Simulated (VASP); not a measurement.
Here is the system:

```xyz
4
Lattice="3.7777 0.0000 0.0000 0.0000 3.7777 0.0000 0.0000 0.0000 3.7777" Properties=species:S:1:pos:R:3 pbc="T T T"
Zn     0.0000     1.8889     1.8889
Zn     1.8889     1.8889     0.0000
Zn     1.8889     0.0000     1.8889
Mo     0.0000     0.0000     0.0000
```

Computed with PBE GGA, VASP's PBE PAW potentials (set 64) (plane waves; VASP). Run with 300 eV cut-off, 9×9×9 Γ-centred mesh, Fermi-Dirac smearing of 0.14 eV, potentials Zn Mo_sv.

Q: Give the energies of bands 17 to 29 at the high-symmetry points, in eV from the Fermi level.

A: 
```json
[
 {"band": "17", "Γ": "-6.75", "X": "-7.12", "M": "-7.27", "R": "-6.76"},
 {"band": "18", "Γ": "-6.69", "X": "-6.97", "M": "-7.14", "R": "-6.76"},
 {"band": "19", "Γ": "-6.69", "X": "-6.88", "M": "-7.12", "R": "-6.76"},
 {"band": "20", "Γ": "-6.69", "X": "-6.85", "M": "-6.68", "R": "-3.48"},
 {"band": "21", "Γ": "-2.12", "X": "-6.69", "M": "-4.38", "R": "-3.48"},
 {"band": "22", "Γ": "-2.12", "X": "-2.08", "M": "-3.90", "R": "-3.48"},
 {"band": "23", "Γ": "-0.12", "X": "-2.05", "M": "-3.90", "R": "-3.38"},
 {"band": "24", "Γ": "-0.12", "X": "-2.05", "M": "-1.40", "R": "-1.73"},
 {"band": "25", "Γ": "-0.12", "X": "0.36", "M": "-1.40", "R": "-1.73"},
 {"band": "26", "Γ": "0.41", "X": "0.50", "M": "0.49", "R": "-1.73"},
 {"band": "27", "Γ": "0.41", "X": "3.61", "M": "1.56", "R": "0.86"},
 {"band": "28", "Γ": "0.41", "X": "4.35", "M": "1.75", "R": "0.86"},
 {"band": "29", "Γ": "5.74", "X": "4.35", "M": "5.40", "R": "4.36"}
]
```

It has no gap at this level: it comes out as a metal or semimetal.

The structure was generated: Zn3Mo was put into an ordered model structure, which need not be its known phase. The cell was not relaxed at this level.
